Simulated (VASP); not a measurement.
Input of a VASP 6.6.1 run:

Contents of INCAR:

```
ALGO     = Fast           # electronic algorithm
EDIFF    = 1E-6           # SCF threshold, eV
ENCUT    = 520            # plane-wave cutoff, eV
GGA      = PS             # functional
ISIF     = 2              # what is computed and relaxed
ISMEAR   = -1             # smearing method
LASPH    = T              # aspherical terms in the spheres
LCHARG   = F              # write CHGCAR
LREAL    = F              # projectors in reciprocal space
LWAVE    = F              # write WAVECAR
NBANDS   = 26             # bands
NELM     = 80             # most SCF steps
PREC     = Accurate       # precision mode
SIGMA    = 0.1            # smearing width, eV
```

File KPOINTS:

```
k-points
0
Gamma
  3 2 3
```

The input POSCAR:

```
LiMg12
1.0
    6.4200000000      0.0000000000      0.0000000000
   -4.8150000000      8.3398250000      0.0000000000
    0.0000000000      0.0000000000      5.2130400000
Mg Li
12 1
Direct
   -0.0287546068     -0.0541857893     -0.1496823351
    0.1910009983      0.2524873124      0.5042738978
   -0.1173470257      0.3069848588      0.1505071897
    0.2443763994      0.5668943893      0.6315892454
   -0.0029223946      0.6293537334     -0.0454053681
    0.1817633965      0.8523200427      0.4108543192
    0.5045067703     -0.0586223332     -0.1208507896
    0.6360173565      0.2398611482      0.6187176772
    0.4668811411      0.4178145225      0.0118740696
    0.7328399813      0.5673380437      0.4575065605
    0.4317115981      0.6726040415      0.1513320443
    0.7482872736      0.9361587323      0.4089552353
    0.3728262323      0.1333840938      0.1703037000
```

Potentials or basis: VASP PAW PBE potentials, release 64 (Mg, Li_sv).

The run is started by

```bash
$ cat potpaw_PBE.64/Mg/POTCAR potpaw_PBE.64/Li_sv/POTCAR > POTCAR
$ mpirun -np 1 vasp_std > vasp.out
```

Question: What does it give for the band gap on the k mesh?

Answer: None (metal or under the smearing width).

Question: Predict the largest force.

Answer: 1.351 eV/Å.

Forces on the atoms (eV/Å):
```
Mg   0.447 -0.080  0.928
Mg  -0.127  0.049  0.489
Mg   0.395  0.111 -0.642
Mg   0.481 -0.251 -0.416
Mg  -1.183  0.489  0.433
Mg   0.356  0.175  0.005
Mg  -0.303  0.100  0.275
Mg   0.096 -0.032  0.607
Mg   0.082 -0.662 -0.793
Mg  -0.300 -0.174  0.460
Mg   0.157 -0.134 -0.324
Mg  -0.281  0.536 -0.636
Li   0.180 -0.127 -0.386
```

Caveat: the k mesh is coarse (spacing up to 0.40 Å⁻¹), so the values aren't converged; the PAW data sets were made with another functional, which shifts forces and pressure a little.
